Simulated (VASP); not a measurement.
All values below come from PBE GGA, VASP's PBE PAW potentials (set 64) (plane waves; VASP 6.6.1).

VASP input:

### KPOINTS
```
Automatic mesh
0
Gamma
4 4 4
0 0 0
```

**INCAR**
```
# general
SYSTEM  = Be3ZnTe4
PREC    = Accurate
ENCUT   = 400   # plane-wave cut-off (eV)
LREAL   = F   # projection in real space or not
LASPH   = T   # aspherical one-centre terms

# electronic loop
EDIFF   = 1E-6   # SCF stop (eV)
NELM    = 100   # most electronic steps
ALGO    = Normal   # blocked Davidson
LMAXMIX = 4   # l cut-off of mixed one-centre charges

# smearing
ISMEAR  = 0
SIGMA   = 0.05   # width (eV)

# functional
GGA     = PE

# output
LWAVE   = F
LCHARG  = T
```

POSCAR:
```
Be3ZnTe4
5.7979760
  1.0000000420   0.0000000000   0.0000000000
  0.0000000000   1.0000000420   0.0000000000
  0.0000000000   0.0000000000   1.0000000420
Zn Te Be
1 4 3
Cartesian
  0.0000000000   1.0000000420   0.0000000000
  0.2605693749   0.2605693749   0.2605693749
  0.7394306670   0.7394306670   0.2605693749
  0.7394306670   0.2605693749   0.7394306670
  0.2605693749   0.7394306670   0.7394306670
  0.5000000210   0.5000000210   0.0000000000
  0.5000000210   1.0000000420   0.5000000210
  0.0000000000   0.5000000210   0.5000000210
```

POTCAR, in this order: Zn Te Be (PBE.64 set). Program: vasp_std.

The run wrote:

OSZICAR:
```
       N       E                     dE             d eps       ncg     rms          rms(c)
DAV:   1     0.190911620714E+03    0.19091E+03   -0.14345E+04   520   0.115E+03
DAV:   2    -0.126959709930E+02   -0.20361E+03   -0.19916E+03   628   0.240E+02
DAV:   3    -0.281227217506E+02   -0.15427E+02   -0.15378E+02   662   0.730E+01
DAV:   4    -0.284467285838E+02   -0.32401E+00   -0.32369E+00   688   0.105E+01
DAV:   5    -0.284550468818E+02   -0.83183E-02   -0.83175E-02   690   0.161E+00    0.835E+00
DAV:   6    -0.279557437216E+02    0.49930E+00   -0.13466E+00   688   0.297E+01    0.558E+00
DAV:   7    -0.278881810711E+02    0.67563E-01   -0.75358E-01   690   0.501E+00    0.195E+00
DAV:   8    -0.278925825839E+02   -0.44015E-02   -0.29011E-02   614   0.121E+00    0.619E-01
DAV:   9    -0.278936164225E+02   -0.10338E-02   -0.60683E-03   670   0.815E-01    0.241E-01
DAV:  10    -0.278941745179E+02   -0.55810E-03   -0.30235E-03   670   0.631E-01    0.552E-02
DAV:  11    -0.278941615630E+02    0.12955E-04   -0.58693E-04   632   0.323E-01    0.369E-02
DAV:  12    -0.278941933823E+02   -0.31819E-04   -0.65319E-05   656   0.465E-02    0.155E-02
DAV:  13    -0.278942074366E+02   -0.14054E-04   -0.33603E-05   576   0.577E-02    0.602E-03
DAV:  14    -0.278942079052E+02   -0.46864E-06   -0.28656E-06   536   0.245E-02
   1 F= -.27894208E+02 E0= -.27894208E+02  d E =-.173956E-15
```

**OUTCAR**
```
------------------------ aborting loop because EDIFF is reached ----------------------------------------
  FORCE on cell =-STRESS in cart. coord.  units (eV):
  Direction    XX          YY          ZZ          XY          YZ          ZX
  --------------------------------------------------------------------------------------
  Total        0.0025466      0.0025466      0.0025466      0.0000000      0.0000000      0.0000000
  in kB        0.0209337      0.0209337      0.0209337      0.0000000      0.0000000      0.0000000
  external PRESSURE =       0.0209337 kB  Pullay stress =       0.0000000 kB
  volume of cell :      194.91
      direct lattice vectors                 reciprocal lattice vectors
     5.797976243  0.000000000  0.000000000     0.172473973  0.000000000  0.000000000
     0.000000000  5.797976243  0.000000000     0.000000000  0.172473973  0.000000000
     0.000000000  0.000000000  5.797976243     0.000000000  0.000000000  0.172473973
 POSITION                                       TOTAL-FORCE (eV/Angst)
 -----------------------------------------------------------------------------------
      0.00000      0.00000      0.00000         0.000000      0.000000      0.000000
      1.51077      1.51077      1.51077         0.007368      0.007368      0.007368
      4.28720      4.28720      1.51077        -0.007368     -0.007368      0.007368
      4.28720      1.51077      4.28720        -0.007368      0.007368     -0.007368
      1.51077      4.28720      4.28720         0.007368     -0.007368     -0.007368
      2.89899      2.89899      0.00000        -0.000000     -0.000000      0.000000
      2.89899      0.00000      2.89899         0.000000     -0.000000      0.000000
      0.00000      2.89899      2.89899        -0.000000      0.000000      0.000000
 -----------------------------------------------------------------------------------
    total drift:                               -0.000000     -0.000000     -0.000000
  FREE ENERGIE OF THE ION-ELECTRON SYSTEM (eV)
  ---------------------------------------------------
  free  energy   TOTEN  =       -27.8942079052 eV

  energy  without entropy=      -27.8942079052  energy(sigma->0) =      -27.89420791
```
(Selected blocks of OUTCAR.)

The structure was generated: Be3ZnTe4 was put into an ordered model structure (P-43m), which need not be its known phase. It was relaxed first.
